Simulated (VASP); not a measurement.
## Zr2Ir with PBEsol: from relaxation to properties

What structure and properties does PBEsol give Zr2Ir, and how near are they to the measured ones? The steps: relaxing cell and atoms (PBEsol), second relaxation, single point with fields (PBEsol), band structure (PBEsol), total and projected DOS (PBEsol), vibrations at Γ (PBEsol) and field gradients at the nuclei (PBEsol). The start is a computed cell from the Materials Project.

Main program and level: VASP 6.6.1; PBEsol; plane waves and PAW (Zr_sv, Ir).

The experiments to compare with:

For Zr2Ir, tetragonal CuAl2 type (arc-melted polycrystal annealed at 750 C, 300 K), “Superconducting ground state of nonsymmorphic superconducting compound Zr2Ir” (2021, arxiv:2106.00268) gives, by powder XRD, Rietveld refinement: lattice constant c 5.66 ± 0.01 Å [room-temperature value].

### 1. Set-up

Before any relaxation, the start is as follows. Symmetry: I4/mcm, No. 140, tetragonal system. The conventional cell has a = 6.502 Å, b = 6.502 Å, c = 5.794 Å, α = 90.00°, β = 90.00°, γ = 90.00°. Nearest to Zr lie 4 Ir at 2.81 Å. Nearest to Ir lie 8 Zr at 2.81 Å and 2 Ir at 2.90 Å. Farther neighbours are not listed.

Coordinates:

```cif
data_structure
_symmetry_space_group_name_H-M 'P 1'
_symmetry_Int_Tables_number 1
_cell_length_a 5.4340
_cell_length_b 5.4340
_cell_length_c 5.4340
_cell_angle_alpha 106.511
_cell_angle_beta 106.511
_cell_angle_gamma 115.570
_cell_volume 122.46
loop_
_atom_site_label
_atom_site_type_symbol
_atom_site_fract_x
_atom_site_fract_y
_atom_site_fract_z
_atom_site_occupancy
Zr1 Zr 0.67397 0.17397 0.84795 1
Zr2 Zr 0.32603 0.82603 0.15205 1
Zr3 Zr 0.82603 0.67397 0.50000 1
Zr4 Zr 0.17397 0.32603 0.50000 1
Ir5 Ir 0.75000 0.75000 0.00000 1
Ir6 Ir 0.25000 0.25000 0.00000 1
```

### 2. Relaxing cell and atoms (PBEsol)

The start need not lie at this functional's minimum. ISIF = 3 frees volume, shape and positions, and EDIFFG sets the threshold on forces and stress at which the search stops. PBEsol restores the gradient expansion of exchange and is tuned for the cells of solids.

Input file INCAR:

```
SYSTEM = Zr2Ir
PREC = Accurate
ENCUT = 400
EDIFF = 1E-06
NELM = 100
ISMEAR = 1
SIGMA = 0.2
LREAL = .FALSE.
ALGO = Normal
GGA = PS
NBANDS = 40
LASPH = .TRUE.
LORBIT = 11
LWAVE = .FALSE.
LCHARG = .FALSE.
KPAR = 4
IBRION = 2
NSW = 60
ISIF = 3
EDIFFG = -0.01
```

Input file POSCAR:

```
Zr2Ir
1.0
   -3.2508875500      3.2508875500      2.8968374800
    3.2508875500     -3.2508875500      2.8968374800
    3.2508875500      3.2508875500     -2.8968374800
Zr Ir
4 2
Direct
    0.6739740600      0.1739740600      0.8479481200
    0.3260259400      0.8260259400      0.1520518800
    0.8260259400      0.6739740600      0.5000000000
    0.1739740600      0.3260259400      0.5000000000
    0.7500000000      0.7500000000      0.0000000000
    0.2500000000      0.2500000000      0.0000000000
```

Input file KPOINTS:

```
Automatic mesh
0
Gamma
5 5 5
0 0 0
```

Potentials, in the order of the species: Zr_sv and Ir (PBE family, release 64).

Run with:

```bash
> mpirun -np 4 vasp_std
```

The log of the run:

```text
[banner, memory and clock lines left out]
running    4 mpi-ranks, on    1 nodes
 distrk:  each k-point on    1 cores,    4 groups
 distr:  one band on    1 cores,    1 groups

 POSCAR found type information on POSCAR ZrIr
 POSCAR found :  2 types and       6 ions
|                                                                             |
|               ----> ADVICE to this user running VASP <----                  |
|                                                                             |
|     You enforced a specific xc type in the INCAR file but a different       |
|     [... a line on the potential file left out ...]
|     I HOPE YOU KNOW WHAT YOU ARE DOING!                                     |
|                                                                             |

 LDA part: xc-table for (Slater+PW92), standard interpolation
 POSCAR, INCAR and KPOINTS ok, starting setup
 FFT: planning ... GRIDC
 FFT: planning ... GRID_SOFT
 FFT: planning ... GRID
 WAVECAR not read
 entering main loop
       N       E                     dE             d eps       ncg     rms          rms(c)
DAV:   1     0.644533375000E+03    0.64453E+03   -0.29076E+04  1440   0.136E+03
DAV:   2    -0.122255344330E+01   -0.64576E+03   -0.62374E+03  1512   0.464E+02
DAV:   3    -0.578184865087E+02   -0.56596E+02   -0.54720E+02  2440   0.107E+02
DAV:   4    -0.628422259107E+02   -0.50237E+01   -0.49768E+01  2208   0.291E+01
DAV:   5    -0.631398075873E+02   -0.29758E+00   -0.29736E+00  2320   0.680E+00    0.276E+01
DAV:   6    -0.605173131447E+02    0.26225E+01   -0.38980E+00  1576   0.116E+01    0.109E+01
DAV:   7    -0.599799571105E+02    0.53736E+00   -0.26082E+00  2232   0.102E+01    0.226E+00
DAV:   8    -0.599737159273E+02    0.62412E-02   -0.26915E-01  2072   0.253E+00    0.163E+00
DAV:   9    -0.599712730702E+02    0.24429E-02   -0.11660E-01  2104   0.225E+00    0.509E-01
DAV:  10    -0.599678532808E+02    0.34198E-02   -0.16828E-02  1992   0.828E-01    0.534E-02
DAV:  11    -0.599679066219E+02   -0.53341E-04   -0.10259E-03  2008   0.132E-01    0.379E-02
DAV:  12    -0.599679026806E+02    0.39413E-05   -0.89461E-05  2192   0.526E-02    0.139E-02
DAV:  13    -0.599679026136E+02    0.66945E-07   -0.41695E-06  1648   0.141E-02
   1 F= -.59967903E+02 E0= -.59967612E+02  d E =-.599679E+02
 curvature:   0.00 expect dE= 0.000E+00 dE for cont linesearch  0.000E+00
 trial: gam= 0.00000 g(F)=  0.239E-03 g(S)=  0.297E+00 ort = 0.000E+00 (trialstep = 0.100E+01)
 search vector abs. value=  0.298E+00
 bond charge predicted
       N       E                     dE             d eps       ncg     rms          rms(c)
DAV:   1    -0.633039802659E+02   -0.33361E+01   -0.12270E+02  1440   0.853E+01    0.239E+01
DAV:   2    -0.606331439080E+02    0.26708E+01   -0.14006E+01  1848   0.279E+01    0.642E+00
DAV:   3    -0.599104330493E+02    0.72271E+00   -0.43142E+00  2128   0.131E+01    0.380E+00
DAV:   4    -0.597401903723E+02    0.17024E+00   -0.14802E+00  2152   0.694E+00    0.292E+00
DAV:   5    -0.597867965561E+02   -0.46606E-01   -0.11640E-01  2320   0.130E+00    0.159E+00
DAV:   6    -0.598214791401E+02   -0.34683E-01   -0.15429E-01  2136   0.135E+00    0.291E-01
DAV:   7    -0.598217441996E+02   -0.26506E-03   -0.85280E-03  2096   0.417E-01    0.178E-01
DAV:   8    -0.598217985037E+02   -0.54304E-04   -0.58326E-04  2000   0.159E-01    0.402E-02
DAV:   9    -0.598217831876E+02    0.15316E-04   -0.82170E-05  2128   0.473E-02    0.100E-02
DAV:  10    -0.598217816082E+02    0.15794E-05   -0.69031E-06  1672   0.160E-02    0.230E-03
DAV:  11    -0.598217821826E+02   -0.57445E-06   -0.36856E-07  1104   0.408E-03
   2 F= -.59821782E+02 E0= -.59821441E+02  d E =0.146120E+00
[... from here on, the cycles between the ionic steps are left out ...]
   3 F= -.60020687E+02 E0= -.60020092E+02  d E =-.527848E-01
   4 F= -.60020704E+02 E0= -.60020104E+02  d E =-.528013E-01
   5 F= -.60029472E+02 E0= -.60029024E+02  d E =-.876768E-02
   6 F= -.60034754E+02 E0= -.60034810E+02  d E =-.140503E-01
   7 F= -.60037835E+02 E0= -.60037490E+02  d E =-.308039E-02
   8 F= -.60037850E+02 E0= -.60037472E+02  d E =-.309548E-02
   9 F= -.60037727E+02 E0= -.60037340E+02  d E =0.122897E-03
 trial-energy change:    0.000123  1 .order    0.000120   -0.000157    0.000397
 step:   0.3290(harm=  0.3290)  dis= 0.00003  next Energy=   -60.037872 (dE=-0.222E-04)
 bond charge predicted
       N       E                     dE             d eps       ncg     rms          rms(c)
DAV:   1    -0.600388993659E+02   -0.11733E-02   -0.36692E-02  1464   0.149E+00    0.345E-01
DAV:   2    -0.600381788461E+02    0.72052E-03   -0.49558E-03  2008   0.515E-01    0.125E-01
DAV:   3    -0.600379379637E+02    0.24088E-03   -0.15694E-03  2152   0.242E-01    0.693E-02
DAV:   4    -0.600378552362E+02    0.82728E-04   -0.61576E-04  2176   0.141E-01    0.457E-02
DAV:   5    -0.600378665720E+02   -0.11336E-04   -0.40294E-05  2048   0.266E-02    0.229E-02
DAV:   6    -0.600378710372E+02   -0.44652E-05   -0.44389E-05  2120   0.234E-02    0.492E-03
DAV:   7    -0.600378710513E+02   -0.14058E-07   -0.30055E-06  1336   0.804E-03
  10 F= -.60037871E+02 E0= -.60037491E+02  d E =-.213661E-04
 curvature:  -0.17 expect dE=-0.563E-06 dE for cont linesearch -0.351E-06
 trial: gam= 0.00000 g(F)=  0.576E-08 g(S)=  0.341E-05 ort =-0.170E-04 (trialstep = 0.996E+00)
 search vector abs. value=  0.341E-05
 reached required accuracy - stopping structural energy minimisation
```

The job ended after 2.8 min (4 MPI ranks of AMD EPYC 7R43, shared host; peak memory 0.85 GiB; 11 min of CPU time).

The logs omit lines about the potential files and the build; timing stands in the text.

OUTCAR, selected parts (step 2):

```text
ion  position               nearest neighbor table
   1  0.674  0.174  0.848-   6 2.81   5 2.81   5 2.81   6 2.81   2 3.20   2 3.22   2 3.22   3 3.40
                             4 3.40   3 3.40   4 3.40   3 3.68   4 3.68   4 3.68   3 3.68
   2  0.326  0.826  0.152-   5 2.81   6 2.81   6 2.81   5 2.81   1 3.20   1 3.22   1 3.22   4 3.40
                             4 3.40   3 3.40   3 3.40   3 3.68   4 3.68   3 3.68   4 3.68
   3  0.826  0.674  0.500-   6 2.81   5 2.81   5 2.81   6 2.81   4 3.20   4 3.22   4 3.22   1 3.40
                             2 3.40   1 3.40   2 3.40   1 3.68   2 3.68   1 3.68   2 3.68
   4  0.174  0.326  0.500-   5 2.81   6 2.81   6 2.81   5 2.81   3 3.20   3 3.22   3 3.22   2 3.40
                             1 3.40   2 3.40   1 3.40   1 3.68   2 3.68   2 3.68   1 3.68
   5  0.750  0.750  0.000-   2 2.81   4 2.81   1 2.81   2 2.81   3 2.81   3 2.81   1 2.81   4 2.81
                             6 2.90   6 2.90
   6  0.250  0.250  0.000-   3 2.81   2 2.81   1 2.81   2 2.81   4 2.81   4 2.81   3 2.81   1 2.81
                             5 2.90   5 2.90

  LATTYP: Found a body centered tetragonal cell.
 ALAT       =     6.5017751000
 C/A-ratio  =     0.8910912591

 Subroutine GETGRP returns: Found 16 space group operations
 (whereof  8 operations were pure point group operations)

The static configuration has the point symmetry C_4h.
 The point group associated with its full space group is D_4h.

 Found     18 irreducible k-points:

   k-points           NKPTS =     18   k-points in BZ     NKDIM =     18   number of bands    NBANDS=     40

   dimension x,y,z NGX =    36 NGY =   36 NGZ =   36
   dimension x,y,z NGXF=    72 NGYF=   72 NGZF=   72

   ENCUT  =  400.0 eV  29.40 Ry    5.42 a.u.   8.86  8.86  8.86*2*pi/ulx,y,z

   NELECT =      66.0000    total number of electrons

 k-points in reciprocal lattice and weights: Automatic mesh
   0.00000000  0.00000000  0.00000000       0.008
   0.20000000  0.00000000 -0.00000000       0.064
   0.40000000  0.00000000 -0.00000000       0.064
   0.20000000  0.20000000 -0.00000000       0.064
   0.40000000  0.20000000 -0.00000000       0.128
  -0.40000000  0.20000000  0.00000000       0.128
  -0.20000000  0.20000000  0.00000000       0.032
   0.40000000  0.40000000 -0.00000000       0.064
  -0.40000000  0.40000000  0.00000000       0.032
[...]
-0.40000000  0.40000000  0.40000000       0.032
  -0.40000000 -0.40000000  0.40000000       0.016

 average (electrostatic) potential at core
       1 -73.9675       2 -73.9675       3 -73.9675       4 -73.9675       5 -48.8299
       6 -48.8299

 E-fermi :   9.2384

 k-point     1 :       0.0000    0.0000    0.0000
  band No.  band energies     occupation
    ...
     27       7.2662      2.00000
     28       7.9372      2.00000
     29       8.5525      2.00001
     30       8.5525      2.00001
     31       8.9651      2.06583
     32       9.7036     -0.00487
     33       9.7036     -0.00487
     34       9.7243     -0.00316
     35       9.7243     -0.00316
     36       9.7387     -0.00230
    ...

 k-point     2 :       0.2000    0.0000   -0.0000
  band No.  band energies     occupation
    ...
     30       8.5227      2.00001
     31       8.6548      2.00029
     32       8.8227      2.01229
     33       9.0259      2.06097
     34       9.0385      2.05023
     35      10.0809     -0.00000
     36      10.0864     -0.00000
     37      10.2762     -0.00000
     38      10.6247     -0.00000
     39      11.1994     -0.00000
    ...

 k-point     3 :       0.4000    0.0000   -0.0000
  band No.  band energies     occupation
    ...
     29       7.3787      2.00000
     30       7.9366      2.00000
     31       8.5605      2.00002
     32       9.0749      1.98881
     33       9.1313      1.77822
     34       9.3146      0.40413
     35       9.6824     -0.00738
     36      10.1476     -0.00000
     37      10.4565     -0.00000
     38      10.7864     -0.00000
    ...

  Total        0.0070623      0.0070623      0.0179948      0.0000000     -0.0000000      0.0000000
  in kB        0.0956977      0.0956977      0.2438396      0.0000000     -0.0000000      0.0000000
  external PRESSURE =       0.1450783 kB  Pullay stress =       0.0000000 kB

  energy-cutoff  :      400.00
  volume of cell :      118.24
      direct lattice vectors                 reciprocal lattice vectors
    -3.229963152  3.229963152  2.833333438     0.000000000  0.154800528  0.176470582
     3.229963152 -3.229963152  2.833333438     0.154800528  0.000000000  0.176470582
     3.229963152  3.229963152 -2.833333438     0.154800528  0.154800528  0.000000000

 POSITION                                       TOTAL-FORCE (eV/Angst)
 -----------------------------------------------------------------------------------
      1.09995      4.32991      0.00000         0.000122      0.000122      0.000000
      2.13001     -1.09995      2.83333        -0.000122     -0.000122     -0.000000
      1.09995      2.13001      2.83333         0.000122     -0.000122     -0.000000
      2.13001      1.09995      0.00000        -0.000122      0.000122     -0.000000
      0.00000      0.00000      4.25000        -0.000000      0.000000     -0.000000
      0.00000      0.00000      1.41667         0.000000      0.000000     -0.000000
 -----------------------------------------------------------------------------------
    total drift:                               -0.000000     -0.000000      0.000000

  FREE ENERGIE OF THE ION-ELECTRON SYSTEM (eV)
  ---------------------------------------------------
  free  energy   TOTEN  =       -60.0378710513 eV

  energy  without entropy=      -60.0367314886  energy(sigma->0) =      -60.03749120

 reached required accuracy - stopping structural energy minimisation

 total charge
# of ion       s       p       d       tot
------------------------------------------
    1        2.223   5.982   1.614   9.820
    2        2.223   5.982   1.614   9.820
    3        2.223   5.982   1.614   9.820
    4        2.223   5.982   1.614   9.820
    5        0.814   0.616   7.094   8.524
    6        0.814   0.616   7.094   8.524
--------------------------------------------------
tot         10.520  25.160  20.646  56.326

[... 3 further parts left out ...]
```

The k-mesh is coarse for a metal. The PAW data sets were made with PBE, which is usual practice but a small mismatch for other functionals. The run keeps the 16 symmetry operations of its start, so it cannot find a distortion of lower symmetry.

The steps of the relaxation:

```csv
step,energy less that of the first step (eV),largest force (eV/Å),pressure (GPa),volume (Å³)
1,0.0000,0.0352,-4.53,122.46
2,0.1461,0.5874,10.49,112.50
3,-0.0528,0.2043,0.03,118.98
4,-0.0528,0.2079,0.12,118.91
5,-0.0616,0.1641,0.05,118.75
6,-0.0669,0.0933,-0.04,118.49
7,-0.0699,0.0026,-0.09,118.32
8,-0.0699,0.0038,-0.10,118.31
9,-0.0698,0.0085,0.26,118.06
10,-0.0700,0.0002,0.01,118.24
```

```csv
"conventional cell, symmetrised",before,after,change
a (Å),6.502,6.460,-0.6 %
b (Å),6.502,6.460,-0.6 %
c (Å),5.794,5.667,-2.2 %
volume (Å³/atom),20.41,19.71,-3.4 %
```

The atoms that moved most (Å, as changes of fractional coordinates times the final cell):

```csv
atom,dx,dy,dz,length
Zr2,0.024,0.024,0.000,0.034
Zr1,-0.024,-0.024,0.000,0.034
Zr3,-0.024,0.024,0.000,0.034
Zr4,0.024,-0.024,0.000,0.034
```

The relaxed structure:

```
Zr Ir
1.0
    -3.22996    3.22996    2.83333
     3.22996   -3.22996    2.83333
     3.22996    3.22996   -2.83333
Zr Ir
4 2
Direct
  0.67027 0.17027 0.84055
  0.32973 0.82973 0.15945
  0.82973 0.67027 0.50000
  0.17027 0.32973 0.50000
  0.75000 0.75000 0.00000
  0.25000 0.25000 0.00000
```

This step gave:

| Property | Result |
| --- | --- |
| electrons | 66 |
| bands | 40 |
| irreducible k points | 18 |
| symmetry operations | 16 |
| free energy (TOTEN) | -60.0379 eV |
| energy at zero smearing | -60.0375 eV |
| Fermi energy | 9.238 eV |
| pressure | 0.01451 GPa |
| metallic | yes |
| SCF cycles over all ionic steps | 85 |

It ends with forces under 0.001 eV/Å and a pressure of 0.01 GPa.

[end of part 1 of 5]

[Lines on the potential files, build, host, timing and source positions are cut from VASP's logs without a mark.]

[Logs are printed without paths, hosts, clocks, repeated set-up lines and the standing remarks that a program may print on its own settings, such as how far it seeks lower states.]

[Hosts, paths, dates, database ids (printed as entryN), source tags and the programs' standing remarks are cut or masked in the printed files.]

[A measured line is paired with the nearest computed mode of its activity, which favours agreement.]
